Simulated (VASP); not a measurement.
Level of theory: PBE GGA, VASP's PBE PAW potentials (set 64) (plane waves; VASP).

A VASP calculation is set up with these files.

**KPOINTS**
```
Automatic mesh
0
Gamma
12 12 12
0 0 0
```

**INCAR**
```
SIGMA=0.1
LMAXMIX=4   ! l cut-off of mixed one-centre charges
LREAL=.FALSE.   ! projection in real space or not
NELM=100
ISMEAR=1   ! Methfessel-Paxton
LCHARG=.FALSE.
LASPH=.TRUE.   ! aspherical one-centre terms
PREC=Accurate
ALGO=Normal   ! blocked Davidson
ISIF=2   ! forces and stress, cell fixed
ENCUT=450
SYSTEM=ZrC
GGA=PE   ! PBE
EDIFF=1E-6   ! SCF stop (eV)
LWAVE=.FALSE.
```

File POSCAR:
```
ZrC
1
    0.0000000000     2.3500000000     2.3500000000
    2.3500000000     0.0000000000     2.3500000000
    2.3500000000     2.3500000000     0.0000000000
Zr C
1 1
Direct
  0.0000000000   0.0000000000   0.0000000000
  0.5000000000   0.5000000000   0.5000000000
```

POTCAR, in this order: Zr_sv C (PBE.64 set). Program: vasp_std.

The resulting files:

**OSZICAR**
```
       N       E                     dE             d eps       ncg     rms          rms(c)
DAV:   1     0.101740507045E+03    0.10174E+03   -0.84355E+03  1728   0.122E+03
DAV:   2    -0.177119032687E+02   -0.11945E+03   -0.11202E+03  2036   0.322E+02
DAV:   3    -0.227563674636E+02   -0.50445E+01   -0.49754E+01  2564   0.594E+01
DAV:   4    -0.229238877764E+02   -0.16752E+00   -0.16746E+00  2240   0.103E+01
DAV:   5    -0.229280417432E+02   -0.41540E-02   -0.41537E-02  2488   0.135E+00    0.212E+01
DAV:   6    -0.196021150263E+02    0.33259E+01   -0.16535E+01  1940   0.283E+01    0.810E+00
DAV:   7    -0.194726787080E+02    0.12944E+00   -0.76213E-01  2028   0.701E+00    0.590E+00
DAV:   8    -0.194654116020E+02    0.72671E-02   -0.13719E-01  1860   0.350E+00    0.142E+00
DAV:   9    -0.194615043345E+02    0.39073E-02   -0.30204E-02  2180   0.118E+00    0.467E-01
DAV:  10    -0.194618308297E+02   -0.32650E-03   -0.20143E-03  2008   0.575E-01    0.351E-01
DAV:  11    -0.194616545554E+02    0.17627E-03   -0.65970E-04  1936   0.208E-01    0.177E-02
DAV:  12    -0.194616512152E+02    0.33402E-05   -0.11815E-05  2596   0.383E-02    0.116E-02
DAV:  13    -0.194616506409E+02    0.57426E-06   -0.28591E-07  1128   0.591E-03
   1 F= -.19461651E+02 E0= -.19461541E+02  d E =-.329564E-03
```

OUTCAR:
```
------------------------ aborting loop because EDIFF is reached ----------------------------------------
  FORCE on cell =-STRESS in cart. coord.  units (eV):
  Direction    XX          YY          ZZ          XY          YZ          ZX
  --------------------------------------------------------------------------------------
  Total        0.2358229      0.2358229      0.2358229      0.0000000      0.0000000      0.0000000
  in kB       14.5567042     14.5567042     14.5567042      0.0000000      0.0000000      0.0000000
  external PRESSURE =      14.5567042 kB  Pullay stress =       0.0000000 kB
  volume of cell :       25.96
      direct lattice vectors                 reciprocal lattice vectors
     0.000000000  2.350000000  2.350000000    -0.212765957  0.212765957  0.212765957
     2.350000000  0.000000000  2.350000000     0.212765957 -0.212765957  0.212765957
     2.350000000  2.350000000  0.000000000     0.212765957  0.212765957 -0.212765957
 POSITION                                       TOTAL-FORCE (eV/Angst)
 -----------------------------------------------------------------------------------
      0.00000      0.00000      0.00000         0.000000      0.000000      0.000000
      2.35000      2.35000      2.35000        -0.000000     -0.000000     -0.000000
 -----------------------------------------------------------------------------------
    total drift:                                0.000000     -0.000000     -0.000000
  FREE ENERGIE OF THE ION-ELECTRON SYSTEM (eV)
  ---------------------------------------------------
  free  energy   TOTEN  =       -19.4616506409 eV

  energy  without entropy=      -19.4613210773  energy(sigma->0) =      -19.46154079
```
(Selected blocks of OUTCAR.)

At this cut-off the stress carries a Pulay error, which pulls relaxed volumes low.

The compound is ZrC in the rock salt structure. The cell was not relaxed at this level. The run is one of a series of settings (ENCUT = 450 against the base run), some of them coarse on purpose.
